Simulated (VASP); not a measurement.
```xyz
5
Lattice="-1.8965 3.7563 5.0292 1.8965 -3.7563 5.0292 1.8965 3.7563 -5.0292" Properties=species:S:1:pos:R:3 pbc="T T T"
Rb     0.0000     3.7563     1.9550
Rb     1.8965     0.0000     3.0742
Pd     0.0000     0.0000     0.0000
Se     1.8965     1.5977     0.0000
Se     0.0000     2.1586     5.0292
```

Calculation: PBEsol GGA, VASP's PBE PAW potentials (set 64) (plane waves; VASP). Settings: 400 eV cut-off, Gaussian smearing of 0.050 eV, potentials Rb_sv Pd Se.

Problem. What does the run give for the band gap (along the path) with the smallest direct gap where there is one?

Solution. 
The band gap (along the path) is 0.89 eV and the smallest direct gap (along the path) comes out as 1.37 eV.

Only differences to runs with the same potentials and settings are physical.

The structure comes from a computed database's Rb2PdSe2 entry (Immm); how it stands against other phases isn't given here. It was relaxed first.
